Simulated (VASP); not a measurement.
Set up this calculation in VASP 6.6.1, as the native input.

```
Task                   : relaxation of cell and atoms
Functional             : PBE
Potentials or basis    : VASP PAW PBE potentials, release 64 (Cu)
Cutoff                 : 520 eV
k mesh                 : 21 × 21 × 21
Occupations            : gaussian, width 0.1 eV
Spin                   : no spin polarisation
Further INCAR settings : ALGO = Normal; EDIFF = 1e-06; IBRION = 2; EDIFFG = -0.01; NSW = 90; ISIF = 3
```

The structure of Cu lies in POSCAR:

```
Cu
1.0
    0.0000000000      1.8075000000      1.8075000000
    1.8075000000      0.0000000000      1.8075000000
    1.8075000000      1.8075000000      0.0000000000
Cu
1
Direct
    0.0000000000      0.0000000000      0.0000000000
```

The input as run:

INCAR

```
SYSTEM = Cu
PREC = Accurate
ENCUT = 520
EDIFF = 1E-6
ISMEAR = 0
SIGMA = 0.1
LREAL = .False.
LASPH = .True.
NELM = 120
ALGO = Normal
ISIF = 3
LWAVE = .False.
LCHARG = .False.
GGA = PE
IBRION = 2
NSW = 90
EDIFFG = -0.01
```

KPOINTS

```
regular mesh
0
Gamma
  21 21 21
  0 0 0
```

Potentials or basis: VASP PAW PBE potentials, release 64 (Cu).

Run with:

```bash
$ cat potpaw_PBE.64/Cu/POTCAR > POTCAR
$ mpirun -np 1 vasp_std > vasp.out
```

Results of the run:

- Relaxed volume: 11.99 Å³/atom
- Relaxed cell: a = 2.569 Å, b = 2.569 Å, c = 2.569 Å, α = 60.00°, β = 60.00°, γ = 60.00°
- Space group after relaxing (to 0.05 Å): Fm-3m (No. 225)
- Energy gained by relaxing: 1.2 meV/atom
- Ionic steps: 3
- Pressure after relaxing: 0.0 GPa
- Band gap on the k mesh: none (metal or under the smearing width)

Wall time 22 s on 1 thread of Intel(R) Xeon(R) 6975P-C (Granite Rapids) (shared host), peak memory 0.15 GiB.
